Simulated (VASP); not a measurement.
Calculation: r2SCAN meta-GGA, VASP's PBE PAW potentials (set 64) (plane waves; VASP).

Input for VASP

### INCAR
```
ALGO  =  Normal
EDIFF  =  1E-7
ENCUT  =  520
ISIF  =  2
ISMEAR  =  -5
LASPH  =  T
LCHARG  =  F
LMAXMIX  =  6
LMIXTAU  =  T
LORBIT  =  11
LREAL  =  F
LWAVE  =  F
METAGGA  =  R2SCAN
NEDOS  =  601
NELM  =  100
PREC  =  Accurate
SYSTEM  =  HfN
```

**POSCAR**
```
HfN
1
   -0.0000000000     2.2558464498     2.2558464498
    2.2558464498    -0.0000000000     2.2558464498
    2.2558464498     2.2558464498     0.0000000000
Hf N
1 1
Direct
  0.0000000000   0.0000000000   0.0000000000
  0.5000000000   0.5000000000   0.5000000000
```

File KPOINTS:
```
Automatic mesh
0
Gamma
16 16 16
0 0 0
```

File KPOINTS_OPT:
```
k-points along high-symmetry lines
10
Line-mode
Reciprocal
  0.000000   0.000000   0.000000 ! GAMMA
  0.500000   0.000000   0.500000 ! X

  0.500000   0.000000   0.500000 ! X
  0.625000   0.250000   0.625000 ! U

  0.375000   0.375000   0.750000 ! K
  0.000000   0.000000   0.000000 ! GAMMA

  0.000000   0.000000   0.000000 ! GAMMA
  0.500000   0.500000   0.500000 ! L

  0.500000   0.500000   0.500000 ! L
  0.500000   0.250000   0.750000 ! W

  0.500000   0.250000   0.750000 ! W
  0.500000   0.000000   0.500000 ! X
```

POTCAR, in this order: Hf_pv N (PBE.64 set). Program: vasp_std.

Unless said otherwise, spin-orbit coupling is left out, though it shifts the bands of the heavy elements here.

**Question.** What does the run give for the energy per atom (σ→0), band gap (over mesh and band path)?

**Answer.** 
energy per atom (σ→0): -29.118 eV/atom
band gap (over mesh and band path): none (metal, semimetal or under 0.01 eV)

File OSZICAR:
```
...
DAV:  20    -0.582355821159E+02   -0.29411E-05   -0.10121E-06  3840   0.789E-03    0.227E-03
DAV:  21    -0.582355797352E+02    0.23807E-05   -0.11660E-07  2268   0.430E-03    0.687E-04
DAV:  22    -0.582355806061E+02   -0.87087E-06   -0.93866E-09  1796   0.121E-03    0.328E-04
DAV:  23    -0.582355803207E+02    0.28542E-06   -0.17222E-09  1787   0.512E-04    0.282E-04
DAV:  24    -0.582355804876E+02   -0.16695E-06   -0.39924E-10  1778   0.209E-04    0.581E-05
DAV:  25    -0.582355804125E+02    0.75068E-07   -0.13532E-10  1772   0.148E-04
   1 F= -.58235580E+02 E0= -.58235580E+02  d E =0.000000E+00
       N       E                     dE             ncg
```

The compound is HfN in the rock salt structure. It was relaxed first. The electron count is odd and the run is not spin-polarised, which forces a metal.
